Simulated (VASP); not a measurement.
The system is CdS.

```
Cd S
1.0
     0.00000    2.92000    2.92000
     2.92000    0.00000    2.92000
     2.92000    2.92000    0.00000
Cd S
1 1
Direct
  0.00000 0.00000 0.00000
  0.25000 0.25000 0.25000
```

The cell was built by a generator and needn't be a form met in nature.

* Program: VASP 6.6.1
* Task: relaxation of cell and atoms
* Functional: PBE
* Potentials or basis: VASP PAW PBE potentials, release 64 (Cd, S)
* Cutoff: 600 eV
* k mesh: 8 × 8 × 8
* Occupations: gaussian, width 0.02 eV
* Spin: no spin polarisation

At the start: pressure 2.9 GPa; volume 24.90 Å³/atom.

Problem. Where does the relaxation end?

Solution. Over 5 steps the energy falls by 10.9 meV/atom and the volume is 26.14 Å³/atom (+5.0 %); space group F-43m (No. 216, to 0.05 Å).

Step by step:
```csv
step,energy change (eV),largest force (eV/Å),pressure (GPa),volume (Å³)
1,0.0000,0.0000,2.94,49.79
2,-0.0196,0.0000,-0.83,53.15
3,-0.0219,0.0000,0.03,52.29
4,-0.0219,0.0000,-0.05,52.34
5,-0.0219,0.0000,-0.01,52.28
```

Final structure:
```cif
data_structure
_symmetry_space_group_name_H-M 'P 1'
_symmetry_Int_Tables_number 1
_cell_length_a 4.1972
_cell_length_b 4.1972
_cell_length_c 4.1972
_cell_angle_alpha 60.000
_cell_angle_beta 60.000
_cell_angle_gamma 60.000
_cell_volume 52.28
loop_
_atom_site_label
_atom_site_type_symbol
_atom_site_fract_x
_atom_site_fract_y
_atom_site_fract_z
_atom_site_occupancy
Cd1 Cd 0.00000 0.00000 0.00000 1
S1 S 0.25000 0.25000 0.25000 1
```
